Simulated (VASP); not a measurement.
Input of a VASP 6.6.1 run:

INCAR

```
PREC = Accurate ; ENCUT = 520
EDIFF = 1E-7 ; ISMEAR = 0
SIGMA = 0.05 ; LREAL = F
LASPH = T ; NELM = 150
ALGO = Normal ; ISIF = 2
LWAVE = F ; LCHARG = T
ISPIN = 2 ; MAGMOM = 0 0 0.45 0.02 0.02 0.02 0.02 0.02 0.02
LORBIT = 11 ; LMAXMIX = 4
GGA = CA ; LELF = T
LVHAR = T ; NBANDS = 50
```

KPOINTS

```
regular mesh
0
Gamma
  4 4 4
```

The input POSCAR:

```
Rb2NbF6
1.0
    6.0708988700      0.0000000000      0.0000000000
   -3.0354494400      5.2575526500      0.0000000000
    0.0000000000      0.0000000000      4.8006003500
Rb Nb F
2 1 6
Direct
    0.3333333333      0.6666666667      0.6690000000
    0.6666666667      0.3333333333      0.3310000000
    0.0000000000      0.0000000000      0.0000000000
    0.1560000000      0.8440000000      0.2020000000
    0.1560000000      0.3120000000      0.2020000000
    0.6880000000      0.8440000000      0.2020000000
    0.8440000000      0.1560000000      0.7980000000
    0.3120000000      0.1560000000      0.7980000000
    0.8440000000      0.6880000000      0.7980000000
```

Potentials or basis: VASP PAW LDA potentials, release 64 (Rb_sv, Nb_sv, F).

Command:

```bash
$ cat potpaw_LDA.64/Rb_sv/POTCAR potpaw_LDA.64/Nb_sv/POTCAR potpaw_LDA.64/F/POTCAR > POTCAR
$ mpirun -np 1 vasp_std > vasp.out
```

(1) Estimate the largest force.

(2) Predict the site moments.

(3) Predict the band gap on the k mesh.

(4) Predict the net moment.

## Answers

(1) 1.929 eV/Å.

(2) Rb +0.00; Nb +0.72; F +0.02 μB.

(3) none (metal or under the smearing width).

(4) 1.00 μB per cell.

Caveat: forces of over 1 eV/Å show positions far from the minimum, so gaps and moduli don't describe the material at rest.
